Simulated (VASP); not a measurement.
OSZICAR of a VASP run on AlRu (space group Pm-3m):

**OSZICAR**
```
       N       E                     dE             d eps       ncg     rms          rms(c)
DAV:   1     0.596143403249E+02    0.59614E+02   -0.87946E+03  1464   0.110E+03
DAV:   2    -0.474377439677E+02   -0.10705E+03   -0.10312E+03  1484   0.319E+02
DAV:   3    -0.491608649916E+02   -0.17231E+01   -0.17103E+01  1552   0.428E+01
DAV:   4    -0.491765383696E+02   -0.15673E-01   -0.15663E-01  1660   0.411E+00
DAV:   5    -0.491768207424E+02   -0.28237E-03   -0.28236E-03  1560   0.492E-01    0.164E+01
DAV:   6    -0.442847877733E+02    0.48920E+01   -0.84882E+00  1392   0.382E+01    0.415E+00
DAV:   7    -0.442187721147E+02    0.66016E-01   -0.10133E+00  1400   0.124E+01    0.197E+00
DAV:   8    -0.442505797812E+02   -0.31808E-01   -0.31962E-01  1452   0.646E+00    0.988E-01
DAV:   9    -0.442772809037E+02   -0.26701E-01   -0.34991E-01  1464   0.606E+00    0.586E-01
DAV:  10    -0.442460717668E+02    0.31209E-01   -0.12226E-01  1460   0.333E+00    0.257E-01
DAV:  11    -0.442451753481E+02    0.89642E-03   -0.40984E-03  1524   0.607E-01    0.213E-01
DAV:  12    -0.442532437335E+02   -0.80684E-02   -0.24826E-02  1504   0.129E+00    0.877E-02
DAV:  13    -0.442470602793E+02    0.61835E-02   -0.17138E-02  1452   0.124E+00    0.319E-02
DAV:  14    -0.442454864131E+02    0.15739E-02   -0.33650E-03  1372   0.713E-01    0.171E-02
DAV:  15    -0.442457891980E+02   -0.30278E-03   -0.83141E-03  1524   0.750E-01    0.357E-02
DAV:  16    -0.442456260802E+02    0.16312E-03   -0.13528E-04  1408   0.119E-01    0.296E-02
DAV:  17    -0.442450425956E+02    0.58348E-03   -0.27258E-03  1516   0.437E-01    0.792E-03
DAV:  18    -0.442450459413E+02   -0.33457E-05   -0.20254E-05  1412   0.513E-02    0.571E-03
DAV:  19    -0.442450409657E+02    0.49756E-05   -0.40631E-05  1484   0.520E-02    0.228E-03
DAV:  20    -0.442450485250E+02   -0.75593E-05   -0.12517E-05  1536   0.317E-02    0.270E-03
DAV:  21    -0.442450451030E+02    0.34221E-05   -0.55461E-06  1500   0.213E-02    0.132E-03
DAV:  22    -0.442450436749E+02    0.14281E-05   -0.19030E-06  1484   0.121E-02    0.416E-04
DAV:  23    -0.442450435600E+02    0.11491E-06   -0.12538E-07   672   0.395E-03
   1 F= -.44245044E+02 E0= -.44244819E+02  d E =-.442450E+02
       N       E                     dE             d eps       ncg     rms          rms(c)
DAV:   1    -0.455104083002E+02   -0.12654E+01   -0.20577E+01  1372   0.641E+01    0.117E+01
DAV:   2    -0.442471702835E+02    0.12632E+01   -0.58629E+00  1376   0.293E+01    0.322E+00
DAV:   3    -0.442750561538E+02   -0.27886E-01   -0.31854E-01  1344   0.629E+00    0.187E+00
DAV:   4    -0.442687052356E+02    0.63509E-02   -0.43118E-01  1352   0.743E+00    0.831E-01
DAV:   5    -0.442297452352E+02    0.38960E-01   -0.14857E-01  1344   0.502E+00    0.391E-01
DAV:   6    -0.442359426359E+02   -0.61974E-02   -0.51220E-02  1344   0.267E+00    0.165E-01
DAV:   7    -0.442287917795E+02    0.71509E-02   -0.21604E-02  1344   0.166E+00    0.773E-02
DAV:   8    -0.442279767938E+02    0.81499E-03   -0.43759E-03  1380   0.673E-01    0.224E-02
DAV:   9    -0.442278808777E+02    0.95916E-04   -0.38831E-04  1360   0.208E-01    0.214E-02
DAV:  10    -0.442279479135E+02   -0.67036E-04   -0.99803E-05  1380   0.118E-01    0.232E-02
DAV:  11    -0.442278486767E+02    0.99237E-04   -0.60043E-04  1344   0.291E-01    0.118E-02
DAV:  12    -0.442278362523E+02    0.12424E-04   -0.23831E-05  1384   0.678E-02    0.657E-03
DAV:  13    -0.442278296087E+02    0.66436E-05   -0.82463E-06  1352   0.349E-02    0.203E-03
DAV:  14    -0.442278279990E+02    0.16097E-05   -0.58778E-06  1356   0.281E-02    0.194E-03
DAV:  15    -0.442278271893E+02    0.80970E-06   -0.28317E-06  1376   0.197E-02
   2 F= -.44227827E+02 E0= -.44227435E+02  d E =0.172164E-01
       N       E                     dE             d eps       ncg     rms          rms(c)
DAV:   1    -0.447461911074E+02   -0.51836E+00   -0.79121E+00  1380   0.408E+01    0.567E+00
DAV:   2    -0.443304329681E+02    0.41576E+00   -0.28228E+00  1380   0.196E+01    0.133E+00
DAV:   3    -0.442807702223E+02    0.49663E-01   -0.33797E-01  1344   0.598E+00    0.834E-01
DAV:   4    -0.442683567318E+02    0.12413E-01   -0.17983E-01  1344   0.482E+00    0.558E-01
DAV:   5    -0.442605165792E+02    0.78402E-02   -0.88544E-02  1352   0.363E+00    0.274E-01
DAV:   6    -0.442569306153E+02    0.35860E-02   -0.30258E-02  1344   0.201E+00    0.743E-02
DAV:   7    -0.442581077993E+02   -0.11772E-02   -0.25983E-02  1352   0.175E+00    0.733E-02
DAV:   8    -0.442558922561E+02    0.22155E-02   -0.95900E-03  1352   0.104E+00    0.291E-02
DAV:   9    -0.442558285418E+02    0.63714E-04   -0.63886E-04  1364   0.292E-01    0.220E-02
DAV:  10    -0.442558482743E+02   -0.19732E-04   -0.15716E-04  1472   0.116E-01    0.128E-02
DAV:  11    -0.442558094803E+02    0.38794E-04   -0.56708E-05  1360   0.963E-02    0.390E-03
DAV:  12    -0.442557934611E+02    0.16019E-04   -0.56919E-05  1344   0.890E-02    0.228E-03
DAV:  13    -0.442557901430E+02    0.33180E-05   -0.80321E-06  1472   0.345E-02    0.176E-03
DAV:  14    -0.442557891931E+02    0.94992E-06   -0.14178E-06   904   0.156E-02
   3 F= -.44255789E+02 E0= -.44255519E+02  d E =-.107456E-01
```

Question: Which electronic solver shows in the log?

Answer: It is blocked Davidson (ALGO = Normal, or the opening steps of other solvers). The INCAR had ALGO = Normal.

Question: Can the final energy be trusted as converged?

Answer: The calculation finished and met its thresholds. It stopped with EDIFF = 1E-6, NELM = 100, NSW = 60 and EDIFFG = -0.01 after 3 ionic steps (SCAN meta-GGA, plane waves, VASP's PBE PAW potentials (set 64)). Energy and stress use the plane-wave basis of the starting cell.

The structure comes from a measured AlRu entry (Pm-3m) of the Crystallography Open Database, whose conditions weren't checked. This run relaxes it. Symmetry was kept, so distortions that lower it aren't found. The electron count is odd and the run is not spin-polarised, which forces a metal.
